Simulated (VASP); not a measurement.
Here is the system:

```
YGe
1.0
    6.95123     0.00000     0.00000
   -3.47562     6.01994     0.00000
    0.00000     0.00000     5.60905
Y Ge
3 3
Cartesian
  3.47562   0.00000   0.00000
  1.73781   3.00997   0.00000
 -1.73781   3.00997   0.00000
  0.00000   0.00000   0.00000
  0.00000   4.01330   2.80452
  3.47562   2.00665   2.80452
```

All values below come from PBE GGA, VASP's PBE PAW potentials (set 64) (plane waves; VASP). Numerical set-up: 300 eV cut-off, 2×2×3 Γ-centred mesh, Fermi-Dirac smearing of 0.10 eV, potentials Y_sv Ge_d.

At this cut-off the stress carries a Pulay error, which pulls relaxed volumes low.

### Question
Predict the energy per atom (σ→0), pressure, band gap (on the k-mesh) with the smallest direct gap where there is one.

### Answer

```
Quantity                                                     Value
------------------------  ----------------------------------------
band gap (on the k-mesh)  none (metal, semimetal or under 0.01 eV)
energy per atom (σ→0)                               -5.192 eV/atom
pressure                                                 -8.58 GPa
```

The structure was generated: YGe was put into an ordered model structure, which need not be its known phase. The cell was not relaxed at this level. The k-mesh is coarse (spacing up to 0.52 per Å, 2π included), so the numbers may not be converged in it. The electron count is odd and the run is not spin-polarised, which forces a metal.
